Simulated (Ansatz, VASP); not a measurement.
One calculation of BiP3, two programs

```
CELL_PARAMETERS angstrom
4.31942 0.00000 0.00000
0.00000 4.31942 0.00000
0.00000 0.00000 4.31942
ATOMIC_POSITIONS crystal
Bi 0.00000 0.00000 0.00000
P 0.00000 0.50000 0.50000
P 0.50000 0.00000 0.50000
P 0.50000 0.50000 0.00000
```

Alike in both runs: task single point; functional PBE; k mesh 4 × 4 × 4; occupations gaussian, width 0.1 eV; no spin polarisation.

|  | VASP | Ansatz |
| --- | --- | --- |
| version | VASP 6.6.1 | Ansatz 0.2.0 |
| potentials or method | VASP PAW PBE potentials, release 64 (Bi_d, P) | scalar-relativistic, plane waves, PAW |
| plane-wave cutoff (eV) | 520 | 420 |
| valence electrons in the cell | 30 | 30 |

VASP gave:

* gap on the k mesh at the Fermi level (eV): none
* pressure (GPa): -2.4

Task: Estimate Ansatz's values.

Result: gap on the k mesh at the Fermi level (eV): none; pressure (GPa): -2.3.

A gap of «none» marks a metal or a gap that the smearing closes.

Caveats: the k mesh is coarse (spacing up to 0.36 Å⁻¹), so the values aren't converged; spin-orbit coupling is left out, which moves the levels of the heavy elements.
